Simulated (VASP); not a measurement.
All values below come from PBE GGA, VASP's PBE PAW potentials (set 64) (plane waves; VASP 6.6.1).

VASP ran on this input.

**INCAR**
```
ALGO = Normal
EDIFF = 1E-6
ENCUT = 400
GGA = PE
ISIF = 2
ISMEAR = -1
LASPH = .TRUE.
LCHARG = .FALSE.
LREAL = .FALSE.
LWAVE = .FALSE.
NELM = 100
PREC = Accurate
SIGMA = 0.01
SYSTEM = LiCl
```

KPOINTS:
```
Automatic mesh
0
Gamma
7 7 7
0 0 0
```

### POSCAR
```
LiCl
1
    0.0000000000     2.5430300000     2.5430300000
    2.5430300000     0.0000000000     2.5430300000
    2.5430300000     2.5430300000     0.0000000000
Li Cl
1 1
Direct
  0.0000000000   0.0000000000   0.0000000000
  0.5000000000   0.5000000000   0.5000000000
```

POTCAR, in this order: Li_sv Cl (PBE.64 set). Program: vasp_std.

What VASP printed:

File OUTCAR:
```
 ion  position               nearest neighbor table
   1  0.000  0.000  0.000-   2 2.54   2 2.54   2 2.54   2 2.54   2 2.54   2 2.54
   2  0.500  0.500  0.500-   1 2.54   1 2.54   1 2.54   1 2.54   1 2.54   1 2.54
  LATTYP: Found a face centered cubic cell.
 ALAT       =     5.0860600000
 Subroutine PRICEL returns:
 Original cell was already a primitive cell.
 Subroutine GETGRP returns: Found 48 space group operations
The static configuration has the point symmetry O_h .
The dynamic configuration has the point symmetry O_h .
 Subroutine INISYM returns: Found 48 space group operations
 Subroutine IBZKPT returns following result:
 Found     20 irreducible k-points:

 Following reciprocal coordinates:
            Coordinates               Weight
  0.000000  0.000000  0.000000      1.000000
  0.142857  0.000000  0.000000      8.000000
  0.285714  0.000000  0.000000      8.000000
  0.428571  0.000000  0.000000      8.000000
  0.142857  0.142857  0.000000      6.000000
  0.285714  0.142857  0.000000     24.000000
  0.428571  0.142857  0.000000     24.000000
 -0.428571  0.142857  0.000000     24.000000
 -0.285714  0.142857  0.000000     24.000000
 -0.142857  0.142857  0.000000     12.000000
  0.285714  0.285714  0.000000      6.000000
  0.428571  0.285714  0.000000     24.000000
 -0.428571  0.285714  0.000000     24.000000
 -0.285714  0.285714  0.000000     12.000000
  0.428571  0.428571  0.000000      6.000000
 -0.428571  0.428571  0.000000     12.000000
  0.428571  0.285714  0.142857     24.000000
 -0.428571  0.285714  0.142857     48.000000
 -0.428571  0.428571  0.142857     24.000000
 -0.285714  0.428571  0.142857     24.000000
   k-points           NKPTS =     20   k-points in BZ     NKDIM =     20   number of bands    NBANDS=      9
   number of dos      NEDOS =    301   number of ions     NIONS =      2
   total plane-waves  NPLWV =  13824
   dimension x,y,z NGX =    24 NGY =   24 NGZ =   24
...
```

File OSZICAR:
```
       N       E                     dE             d eps       ncg     rms          rms(c)
DAV:   1     0.398981807919E+02    0.39898E+02   -0.37069E+03   368   0.846E+02
DAV:   2    -0.594242077507E+01   -0.45841E+02   -0.45061E+02   500   0.155E+02
DAV:   3    -0.746544283956E+01   -0.15230E+01   -0.15210E+01   441   0.327E+01
DAV:   4    -0.749045992862E+01   -0.25017E-01   -0.25004E-01   533   0.413E+00
DAV:   5    -0.749072186735E+01   -0.26194E-03   -0.26194E-03   471   0.400E-01    0.244E+00
DAV:   6    -0.741410417553E+01    0.76618E-01   -0.17447E-01   395   0.244E+00    0.174E+00
DAV:   7    -0.741941467684E+01   -0.53105E-02   -0.57993E-02   487   0.157E+00    0.937E-01
DAV:   8    -0.742415925474E+01   -0.47446E-02   -0.93160E-03   403   0.795E-01    0.144E-01
DAV:   9    -0.742414380664E+01    0.15448E-04   -0.29998E-04   473   0.153E-01    0.404E-02
DAV:  10    -0.742421320985E+01   -0.69403E-04   -0.96875E-05   394   0.898E-02    0.158E-02
DAV:  11    -0.742421558699E+01   -0.23771E-05   -0.47572E-06   494   0.218E-02    0.605E-03
DAV:  12    -0.742421574227E+01   -0.15528E-06   -0.61798E-07   368   0.709E-03
   1 F= -.74242157E+01 E0= -.74242157E+01  d E =-.156836E-13
```

**OUTCAR**
```
------------------------ aborting loop because EDIFF is reached ----------------------------------------
  FORCE on cell =-STRESS in cart. coord.  units (eV):
  Direction    XX          YY          ZZ          XY          YZ          ZX
  --------------------------------------------------------------------------------------
  Total        0.0309388      0.0309388      0.0309388     -0.0000000      0.0000000      0.0000000
  in kB        1.5070556      1.5070556      1.5070556     -0.0000000      0.0000000      0.0000000
  external PRESSURE =       1.5070556 kB  Pullay stress =       0.0000000 kB
  volume of cell :       32.89
      direct lattice vectors                 reciprocal lattice vectors
     0.000000000  2.543030000  2.543030000    -0.196615848  0.196615848  0.196615848
     2.543030000  0.000000000  2.543030000     0.196615848 -0.196615848  0.196615848
     2.543030000  2.543030000  0.000000000     0.196615848  0.196615848 -0.196615848
  FREE ENERGIE OF THE ION-ELECTRON SYSTEM (eV)
  ---------------------------------------------------
  free  energy   TOTEN  =        -7.4242157423 eV

  energy  without entropy=       -7.4242157423  energy(sigma->0) =       -7.42421574
```
(Selected blocks of OUTCAR.)

At this cut-off the stress carries a Pulay error, which pulls relaxed volumes low.

The structure is a typed LiCl crystal (Fm-3m). The cell was not relaxed at this level, and its volume differs by -5.9 % from the start's.
